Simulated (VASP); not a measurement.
Level of theory: PBE GGA, VASP's PBE PAW potentials (set 64) (plane waves; VASP).

Input for VASP

POSCAR:
```
AlSn2
1
    0.0000000000     4.1878910000     4.1878910000
    4.1878910000     0.0000000000     4.1878910000
    4.1878910000     4.1878910000     0.0000000000
Sn Al
4 2
Direct
  0.1160980000   0.1222550000   0.1434020000
  0.6301750000   0.1285310000   0.1312490000
  0.1233240000   0.6209940000   0.1221990000
  0.1403930000   0.1224350000   0.6044600000
  0.7380810000   0.7591700000   0.7573980000
  0.5019300000   0.4966160000   0.4912920000
```

**KPOINTS**
```
Automatic
0
G
 5 5 5
```

**INCAR**
```
SYSTEM = AlSn2
PREC = Accurate
ENCUT = 300
EDIFF = 1E-6
NELM = 100
ALGO = Normal
LREAL = .FALSE.
LASPH = .TRUE.
ISMEAR = 0
SIGMA = 0.272
GGA = PE
LMAXMIX = 4
LWAVE = .FALSE.
LCHARG = .FALSE.
ISIF = 2
```

POTCAR, in this order: Sn_d Al (PBE.64 set). Program: vasp_std.

The resulting files:

OSZICAR:
```
       N       E                     dE             d eps       ncg     rms          rms(c)
DAV:   1     0.506154987737E+03    0.50615E+03   -0.22945E+04  4728   0.174E+03
DAV:   2     0.448184515714E+02   -0.46134E+03   -0.45303E+03  4672   0.474E+02
DAV:   3    -0.176380940024E+02   -0.62457E+02   -0.60418E+02  5306   0.169E+02
DAV:   4    -0.203218776309E+02   -0.26838E+01   -0.26548E+01  5418   0.391E+01
DAV:   5    -0.203978002575E+02   -0.75923E-01   -0.75859E-01  6513   0.596E+00    0.427E+00
DAV:   6    -0.202244037785E+02    0.17340E+00   -0.21497E-01  5323   0.294E+00    0.229E+00
DAV:   7    -0.201804962506E+02    0.43908E-01   -0.12811E-01  5415   0.266E+00    0.563E-01
DAV:   8    -0.201774235956E+02    0.30727E-02   -0.18064E-02  5515   0.109E+00    0.176E-01
DAV:   9    -0.201773911082E+02    0.32487E-04   -0.16530E-03  5616   0.492E-01    0.548E-02
DAV:  10    -0.201774059586E+02   -0.14850E-04   -0.32210E-04  6312   0.184E-01    0.315E-02
DAV:  11    -0.201774042405E+02    0.17180E-05   -0.23854E-05  6315   0.352E-02    0.161E-02
DAV:  12    -0.201773985673E+02    0.56733E-05   -0.99758E-06  5781   0.330E-02    0.828E-03
DAV:  13    -0.201773982370E+02    0.33023E-06   -0.36207E-07  3251   0.736E-03
   1 F= -.20177398E+02 E0= -.20129346E+02  d E =-.961035E-01
```

OUTCAR:
```
------------------------ aborting loop because EDIFF is reached ----------------------------------------
  FORCE on cell =-STRESS in cart. coord.  units (eV):
  Direction    XX          YY          ZZ          XY          YZ          ZX
  --------------------------------------------------------------------------------------
  Total        6.1787879      6.2893538      6.0876488      0.3026027      0.0736390     -0.0251672
  in kB       67.3903586     68.5962700     66.3963289      3.3004048      0.8031608     -0.2744917
  external PRESSURE =      67.4609858 kB  Pullay stress =       0.0000000 kB
  volume of cell :      146.90
      direct lattice vectors                 reciprocal lattice vectors
     0.000000000  4.187891000  4.187891000    -0.119391837  0.119391837  0.119391837
     4.187891000  0.000000000  4.187891000     0.119391837 -0.119391837  0.119391837
     4.187891000  4.187891000  0.000000000     0.119391837  0.119391837 -0.119391837
 POSITION                                       TOTAL-FORCE (eV/Angst)
 -----------------------------------------------------------------------------------
      1.11254      1.08676      0.99820        -0.796760     -0.432130     -0.119355
      1.08793      3.18876      3.17738        -0.454192     -0.111954      0.361100
      3.11241      1.02822      3.11712         0.198127     -0.406900      0.467141
      3.04416      3.11936      1.10070         0.996077      0.942531     -0.671473
      6.35122      6.26290      6.27032         0.014009      0.002109     -0.021338
      4.13725      4.15951      4.18180         0.042740      0.006344     -0.016075
 -----------------------------------------------------------------------------------
    total drift:                                0.000619     -0.002520     -0.000546
  FREE ENERGIE OF THE ION-ELECTRON SYSTEM (eV)
  ---------------------------------------------------
  free  energy   TOTEN  =       -20.1773982370 eV

  energy  without entropy=      -20.0812947166  energy(sigma->0) =      -20.12934648
```
(Selected blocks of OUTCAR.)

At this cut-off the stress carries a Pulay error, which pulls relaxed volumes low.

The structure was generated: AlSn2 was put into an ordered model structure, which need not be its known phase. The cell was not relaxed at this level, atoms are displaced from their ideal sites.
